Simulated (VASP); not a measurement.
**CuI (Marshite): structure and properties in VASP**

How well does r2SCAN reproduce what experiment finds for CuI (Marshite)? The cell is relaxed first, and properties follow on it. The steps: relaxing cell and atoms (r2SCAN), second relaxation, density, ELF and potential (r2SCAN), bands along the symmetry lines (r2SCAN), density of states (r2SCAN), zone-centre phonons (r2SCAN), optical spectrum (r2SCAN), bands along the symmetry lines (r2SCAN + SOC), band structure (HSE06) and band structure (TB-mBJ). The start is a cell from a database of measured crystal structures.

Calculated with VASP 6.6.1; r2SCAN; plane waves and PAW (Cu, I), in the first sound run; inputs show where later runs differ.

**Measured values to reproduce.**

For CuI, zinc blende (gamma) (solution-grown single crystal, (111) facets), “Determination of acoustic phonon anharmonicities via second-order Raman scattering in CuI” (2023, arxiv:2305.18931) gives, by X-ray diffraction: lattice constant a (cubic lattice constant) 6.053 ± 0.003 Å [measurement temperature not stated, presumably room temperature]; Raman mode (TO at Gamma) 133.3 cm⁻¹ at 10 K [the paper's Table II gives 132.2 cm-1 for the same TO mode at 9 K].

The database entry behind the starting cell differs from later determinations by our own check (about 0.15 % long (mineral sample)), so it need not match the best structure at ambient conditions.

### Step 1. Starting point

Before any relaxation, the start is as follows. Symmetry: F-43m, No. 216, cubic system. Conventional cell: a = 6.063 Å, b = 6.063 Å, c = 6.063 Å, α = 90.00°, β = 90.00°, γ = 90.00°. Nearest to Cu lie 4 I at 2.63 Å. Nearest to I lie 4 Cu at 2.63 Å. Farther neighbours and most contacts between anions are not listed.

Coordinates:

```cif
data_structure
_symmetry_space_group_name_H-M 'F-43m'
_symmetry_Int_Tables_number 216
_cell_length_a 6.0630
_cell_length_b 6.0630
_cell_length_c 6.0630
_cell_angle_alpha 90.000
_cell_angle_beta 90.000
_cell_angle_gamma 90.000
_cell_volume 222.88
loop_
_atom_site_label
_atom_site_type_symbol
_atom_site_symmetry_multiplicity
_atom_site_Wyckoff_symbol
_atom_site_fract_x
_atom_site_fract_y
_atom_site_fract_z
_atom_site_occupancy
Cu1 Cu 4 d 0.25000 0.25000 0.75000 1
I1 I 4 a 0.00000 0.00000 0.00000 1
```

### Step 2. Relaxing cell and atoms (r2SCAN)

The start need not lie at this functional's minimum. ISIF = 3 frees volume, shape and positions, and EDIFFG sets the threshold on forces and stress at which the search stops. r2SCAN adds the kinetic-energy density, costs more than a GGA and is run with LASPH.

INCAR reads:

```
SYSTEM = CuI
PREC = Accurate
ENCUT = 400
EDIFF = 1E-06
NELM = 100
ISMEAR = 0
SIGMA = 0.05
LREAL = .FALSE.
ALGO = Normal
METAGGA = R2SCAN
LASPH = .TRUE.
NBANDS = 15
LORBIT = 11
LWAVE = .FALSE.
LCHARG = .FALSE.
KPAR = 2
IBRION = 2
NSW = 60
ISIF = 3
EDIFFG = -0.01
```

POSCAR reads:

```
CuI
1.0
    0.0000000000      3.0315000000      3.0315000000
    3.0315000000      0.0000000000      3.0315000000
    3.0315000000      3.0315000000      0.0000000000
Cu I
1 1
Direct
    0.2500000000      0.2500000000      0.2500000000
    0.0000000000      0.0000000000      0.0000000000
```

KPOINTS reads:

```
Automatic mesh
0
Gamma
6 6 6
0 0 0
```

PAW data sets: Cu and I (PBE family, release 64).

The run is started by

```console
$ mpirun -np 2 vasp_std
```

The log of the run:

```text
[banner, memory and clock lines left out]
running    2 mpi-ranks, on    1 nodes
 distrk:  each k-point on    1 cores,    2 groups
 distr:  one band on    1 cores,    1 groups

 POSCAR found type information on POSCAR CuI
 POSCAR found :  2 types and       2 ions
|                                                                             |
|               ----> ADVICE to this user running VASP <----                  |
|                                                                             |
|     You enforced a specific xc type in the INCAR file but a different       |
|     [... a line on the potential file left out ...]
|     I HOPE YOU KNOW WHAT YOU ARE DOING!                                     |
|                                                                             |

 LDA part: xc-table for (None), standard interpolation
 POSCAR, INCAR and KPOINTS ok, starting setup
 FFT: planning ... GRIDC
 FFT: planning ... GRID_SOFT
 FFT: planning ... GRID
 WAVECAR not read
 entering main loop
       N       E                     dE             d eps       ncg     rms          rms(c)
DAV:   1     0.549326056640E+02    0.54933E+02   -0.64425E+03   480   0.105E+03
DAV:   2    -0.341185588646E+02   -0.89051E+02   -0.81384E+02   501   0.218E+02
DAV:   3    -0.389629744838E+02   -0.48444E+01   -0.47731E+01   641   0.574E+01
DAV:   4    -0.390797838029E+02   -0.11681E+00   -0.11677E+00   558   0.870E+00
DAV:   5    -0.390857756825E+02   -0.59919E-02   -0.59917E-02   734   0.221E+00    0.573E+00
DAV:   6    -0.361288695297E+02    0.29569E+01   -0.66204E+00   508   0.653E+01    0.458E+00
DAV:   7    -0.357836302368E+02    0.34524E+00   -0.10573E+00   613   0.363E+01    0.234E+00
DAV:   8    -0.358283843770E+02   -0.44754E-01   -0.51112E-01   608   0.202E+01    0.144E+00
DAV:   9    -0.357857264177E+02    0.42658E-01   -0.17889E-01   536   0.123E+01    0.906E-02
DAV:  10    -0.357870921867E+02   -0.13658E-02   -0.59167E-03   606   0.597E-01    0.103E-01
DAV:  11    -0.357872287609E+02   -0.13657E-03   -0.10290E-03   649   0.855E-01    0.962E-02
DAV:  12    -0.357871189170E+02    0.10984E-03   -0.31831E-04   649   0.536E-01    0.257E-02
DAV:  13    -0.357871128887E+02    0.60283E-05   -0.56052E-05   713   0.184E-01    0.680E-03
DAV:  14    -0.357871139367E+02   -0.10480E-05   -0.54757E-06   740   0.215E-02    0.615E-03
DAV:  15    -0.357871145452E+02   -0.60847E-06   -0.20617E-06   450   0.449E-02
   1 F= -.35787115E+02 E0= -.35787115E+02  d E =-.357871E+02
 curvature:   0.00 expect dE= 0.000E+00 dE for cont linesearch  0.000E+00
 trial: gam= 0.00000 g(F)=  0.572E-44 g(S)=  0.121E-01 ort = 0.000E+00 (trialstep = 0.100E+01)
 search vector abs. value=  0.121E-01
 bond charge predicted
       N       E                     dE             d eps       ncg     rms          rms(c)
DAV:   1    -0.360346298450E+02   -0.24752E+00   -0.35546E+00   480   0.426E+01    0.405E+00
DAV:   2    -0.359026471761E+02    0.13198E+00   -0.22798E+00   480   0.429E+01    0.171E+00
DAV:   3    -0.357968258490E+02    0.10582E+00   -0.43031E-01   480   0.235E+01    0.589E-01
DAV:   4    -0.357929355590E+02    0.38903E-02   -0.33697E-02   676   0.162E+00    0.275E-01
DAV:   5    -0.357918574673E+02    0.10781E-02   -0.44313E-03   616   0.208E+00    0.150E-01
DAV:   6    -0.357918568993E+02    0.56809E-06   -0.76297E-04   747   0.247E-01    0.637E-02
DAV:   7    -0.357918265610E+02    0.30338E-04   -0.80556E-05   523   0.965E-02    0.254E-02
DAV:   8    -0.357918105996E+02    0.15961E-04   -0.32029E-05   667   0.180E-01    0.758E-03
DAV:   9    -0.357918093979E+02    0.12017E-05   -0.81725E-06   536   0.176E-02    0.108E-02
DAV:  10    -0.357918098231E+02   -0.42518E-06   -0.14639E-07   261   0.979E-03
   2 F= -.35791810E+02 E0= -.35791810E+02  d E =-.469528E-02
 trial-energy change:   -0.004695  1 .order   -0.005026   -0.012063    0.002010
 step:   0.8380(harm=  0.8571)  dis= 0.00000  next Energy=   -35.791974 (dE=-0.486E-02)
 bond charge predicted
       N       E                     dE             d eps       ncg     rms          rms(c)
DAV:   1    -0.357979862959E+02   -0.61769E-02   -0.95344E-02   480   0.716E+00    0.609E-01
DAV:   2    -0.357939851598E+02    0.40011E-02   -0.47053E-02   480   0.680E+00    0.218E-01
DAV:   3    -0.357921940614E+02    0.17911E-02   -0.84572E-03   480   0.296E+00    0.111E-01
DAV:   4    -0.357919786979E+02    0.21536E-03   -0.68582E-04   664   0.336E-01    0.324E-02
DAV:   5    -0.357919683748E+02    0.10323E-04   -0.32400E-05   643   0.602E-02    0.210E-02
DAV:   6    -0.357919535697E+02    0.14805E-04   -0.66988E-06   748   0.523E-02    0.248E-03
DAV:   7    -0.357919537441E+02   -0.17444E-06   -0.39864E-07   275   0.949E-03
   3 F= -.35791954E+02 E0= -.35791954E+02  d E =-.483920E-02
 curvature:  -0.42 expect dE=-0.177E-06 dE for cont linesearch -0.177E-06
 trial: gam=-0.00587 g(F)=  0.245E-44 g(S)=  0.421E-06 ort = 0.713E-04 (trialstep = 0.968E+00)
 search vector abs. value=  0.115E-09
 reached required accuracy - stopping structural energy minimisation
```

The job ended after 1.7 min (2 MPI ranks of AMD EPYC 7R43, shared host; peak memory 0.27 GiB; 3.4 min of CPU time).

Lines that name or quote the potential files are left out of all logs, and their timing lines are given in words.

Parts of OUTCAR (step 2):

```text
ion  position               nearest neighbor table
   1  0.250  0.250  0.250-   2 2.63   2 2.63   2 2.63   2 2.63
   2  0.000  0.000  0.000-   1 2.63   1 2.63   1 2.63   1 2.63

  LATTYP: Found a face centered cubic cell.
 ALAT       =     6.0630000000

 Subroutine GETGRP returns: Found 24 space group operations
 (whereof 24 operations were pure point group operations)

The static configuration has the point symmetry T_d .

 Found     16 irreducible k-points:

   k-points           NKPTS =     16   k-points in BZ     NKDIM =     16   number of bands    NBANDS=     15

   dimension x,y,z NGX =    28 NGY =   28 NGZ =   28
   dimension x,y,z NGXF=    56 NGYF=   56 NGZF=   56

   ENCUT  =  400.0 eV  29.40 Ry    5.42 a.u.   6.99  6.99  6.99*2*pi/ulx,y,z

   NELECT =      18.0000    total number of electrons

 k-points in reciprocal lattice and weights: Automatic mesh
   0.00000000  0.00000000  0.00000000       0.005
   0.16666667  0.00000000  0.00000000       0.037
   0.33333333  0.00000000  0.00000000       0.037
   0.50000000  0.00000000  0.00000000       0.019
   0.16666667  0.16666667  0.00000000       0.028
   0.33333333  0.16666667  0.00000000       0.111
   0.50000000  0.16666667  0.00000000       0.111
  -0.33333333  0.16666667  0.00000000       0.111
  -0.16666667  0.16666667  0.00000000       0.056
[...]
-0.33333333  0.33333333  0.16666667       0.111
  -0.33333333  0.50000000  0.16666667       0.056

 average (electrostatic) potential at core
       1 -71.1951       2 -97.1421

 E-fermi :   4.7539

 k-point     1 :       0.0000    0.0000    0.0000
  band No.  band energies     occupation
    ...
      5       2.5947      2.00000
      6       2.5947      2.00000
      7       4.5330      2.00000
      8       4.5330      2.00000
      9       4.5330      2.00000
     10       6.2182      0.00000
     11       9.7443      0.00000
     12       9.7446      0.00000
     13       9.7446      0.00000
     14      13.2242      0.00000
    ...

 k-point     2 :       0.1667    0.0000    0.0000
  band No.  band energies     occupation
    ...
      5       2.5848      2.00000
      6       2.5849      2.00000
      7       3.6595      2.00000
      8       4.3277      2.00000
      9       4.3277      2.00000
     10       7.1063      0.00000
     11       9.7713      0.00000
     12      10.1114      0.00000
     13      10.1116      0.00000
     14      13.6854      0.00000
    ...

 k-point     3 :       0.3333    0.0000    0.0000
  band No.  band energies     occupation
    ...
      5       2.5955      2.00000
      6       2.5956      2.00000
      7       2.9029      2.00000
      8       3.9594      2.00000
      9       3.9595      2.00000
     10       7.2149      0.00000
     11      10.3501      0.00000
     12      10.3503      0.00000
     13      11.4333      0.00000
     14      13.6378      0.00000
    ...

  Total       -0.0024120     -0.0024120     -0.0024120      0.0000000      0.0000000      0.0000000
  in kB       -0.0711008     -0.0711008     -0.0711008      0.0000000      0.0000000      0.0000000
  external PRESSURE =      -0.0711008 kB  Pullay stress =       0.0000000 kB

  energy-cutoff  :      400.00
  volume of cell :       54.35
      direct lattice vectors                 reciprocal lattice vectors
     0.000000000  3.006481235  3.006481235    -0.166307374  0.166307374  0.166307374
     3.006481235  0.000000000  3.006481235     0.166307374 -0.166307374  0.166307374
     3.006481235  3.006481235  0.000000000     0.166307374  0.166307374 -0.166307374

 POSITION                                       TOTAL-FORCE (eV/Angst)
 -----------------------------------------------------------------------------------
      1.50324      1.50324      1.50324         0.000000      0.000000      0.000000
      0.00000      0.00000      0.00000        -0.000000     -0.000000     -0.000000
 -----------------------------------------------------------------------------------
    total drift:                               -0.000001     -0.000001     -0.000001

  FREE ENERGIE OF THE ION-ELECTRON SYSTEM (eV)
  ---------------------------------------------------
  free  energy   TOTEN  =       -35.7919537441 eV

  energy  without entropy=      -35.7919537441  energy(sigma->0) =      -35.79195374

 reached required accuracy - stopping structural energy minimisation

 total charge
# of ion       s       p       d       tot
------------------------------------------
    1        0.326   0.282   9.360   9.969
    2        1.491   2.819   0.057   4.366
--------------------------------------------------
tot          1.817   3.101   9.417  14.335

[... 3 further parts left out ...]
```

The gap is read on the k-mesh alone, so it is an upper bound where the band edges lie off the mesh. The PAW data sets were made with PBE, which is usual practice but a small mismatch for other functionals. The run keeps the 24 symmetry operations of its start, so it cannot find a distortion of lower symmetry.

Step by step:

```csv
step,energy less that of the first step (eV),largest force (eV/Å),pressure (GPa),volume (Å³)
1,0.0000,0.0000,-1.17,55.72
2,-0.0047,0.0000,0.20,54.09
3,-0.0048,0.0000,-0.01,54.35
```

```csv
"conventional cell, symmetrised",before,after,change
a (Å),6.063,6.013,-0.8 %
b (Å),6.063,6.013,-0.8 %
c (Å),6.063,6.013,-0.8 %
volume (Å³/atom),27.86,27.18,-2.5 %
```

The relaxed structure:

```xyz
2
Lattice="0.0000 3.0065 3.0065 3.0065 0.0000 3.0065 3.0065 3.0065 0.0000" Properties=species:S:1:pos:R:3 pbc="T T T"
Cu    1.5032    1.5032    1.5032
I     0.0000    0.0000    0.0000
```

Numbers from this step:

```
electrons                       : 18
bands                           : 15
irreducible k-points            : 16
symmetry operations             : 24
free energy (TOTEN)             : -35.79 eV
Fermi energy                    : 4.754 eV
pressure                        : -0.007110 GPa
metallic                        : no
valence top at k                : 0, 0, 0
conduction bottom at k          : 0, 0, 0
least direct gap at k           : 0, 0, 0
SCF cycles over all ionic steps : 32
gap on the k-mesh               : 1.685 eV
least direct gap on the k-mesh  : 1.685 eV
```

It ends with forces that vanish by symmetry and a pressure of -0.01 GPa. The volume lies -2.5 % from that of the database's start, which holds the thermal and zero-point expansion of its experiment.

[end of part 1 of 6]

[Lines on the potential files, build, host, timing and source positions are cut from VASP's logs without a mark.]

[Logs are printed without paths, hosts, clocks, repeated set-up lines and the standing remarks that a program may print on its own settings, such as how far it seeks lower states.]

[Hosts, paths, dates, database ids (printed as entryN), source tags and the programs' standing remarks are cut or masked in the printed files.]

[A measured line is paired with the nearest computed mode of its activity, which favours agreement.]
